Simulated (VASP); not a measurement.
These are PBE GGA, VASP's PBE PAW potentials (set 64) (plane waves; VASP) values and carry that method's errors.

VASP ran on this input.

**POSCAR**
```
Tc
1
    1.3700000000    -2.3729100000     0.0000000000
    1.3700000000     2.3729100000     0.0000000000
    0.0000000000     0.0000000000     4.3900000000
Tc
2
Direct
  0.3333330000   0.6666670000   0.2500000000
  0.6666670000   0.3333330000   0.7500000000
```

INCAR:
```
# general
SYSTEM  = Tc
PREC    = Accurate
ENCUT   = 400   # plane-wave cut-off (eV)
LREAL   = .FALSE.   # projection in real space or not
LASPH   = .TRUE.   # aspherical one-centre terms

# electronic loop
EDIFF   = 1E-6   # SCF stop (eV)
NELM    = 100   # most electronic steps
ALGO    = Normal   # blocked Davidson
LMAXMIX = 4   # l cut-off of mixed one-centre charges

# smearing
ISMEAR  = 2
SIGMA   = 0.05   # width (eV)

# functional
GGA     = PE

# ions
ISIF    = 2   # forces and stress, cell fixed

# output
LWAVE   = .FALSE.
LCHARG  = .FALSE.
```

File KPOINTS:
```
Automatic mesh
0
Gamma
14 14 8
0 0 0
```

POTCAR, in this order: Tc_pv (PBE.64 set). Program: vasp_std.

Q: Predict the energy per atom (σ→0), pressure, band gap (on the k-mesh).

A: 
| Item | Result |
|---|---|
| energy per atom (σ→0) | -10.349 eV/atom |
| band gap (on the k-mesh) | none (metal, semimetal or under 0.01 eV) |
| pressure | 1.59 GPa |

File OSZICAR:
```
...
DAV:   5    -0.221472252427E+02   -0.56123E-03   -0.56116E-03  4627   0.636E-01    0.237E+01
DAV:   6    -0.208602607493E+02    0.12870E+01   -0.31118E+00  4324   0.175E+01    0.740E+00
DAV:   7    -0.207073825306E+02    0.15288E+00   -0.59300E-01  4672   0.691E+00    0.881E-01
DAV:   8    -0.206979202889E+02    0.94622E-02   -0.10820E-02  4202   0.115E+00    0.290E-01
DAV:   9    -0.206978611853E+02    0.59104E-04   -0.50591E-04  4776   0.190E-01    0.220E-02
DAV:  10    -0.206978569298E+02    0.42555E-05   -0.18805E-05  4311   0.374E-02    0.102E-02
DAV:  11    -0.206978565231E+02    0.40667E-06   -0.83370E-07  2202   0.963E-03
   1 F= -.20697857E+02 E0= -.20697766E+02  d E =-.360202E-03
```

The compound is Tc in the hcp structure. The cell was not relaxed at this level. The run is one of a series of settings (ISMEAR = 2, SIGMA = 0.05 against the base run), some of them coarse on purpose.
